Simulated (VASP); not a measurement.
Energy against volume of Cu$_{2}$O (cuprite). Calculation: PBE GGA with D4 dispersion, VASP's PBE PAW potentials (set 64) (plane waves; VASP). Settings: 520 eV cut-off, 5×5×5 Γ-centred mesh, Gaussian smearing of 0.050 eV, potentials Cu O.

```csv
V (Å³/atom),E (eV/atom)
12.124,-4.85448
12.511,-4.87049
12.898,-4.87592
13.285,-4.87237
```

Question: Fit these four points and predict the energy of the run at 13.672 Å³/atom.

Answer: A cubic in V^(−2/3), the third-order Birch-Murnaghan form, passes through the four points with V0 = 12.93 Å³/atom and B0 = 122 GPa, and gives -4.8612 eV/atom there. The run gave -4.8613 eV/atom, -0.1 meV/atom from the fit; all five points give B0 = 122 GPa.

The compound is Cu2O in the cuprite structure. It was relaxed first.
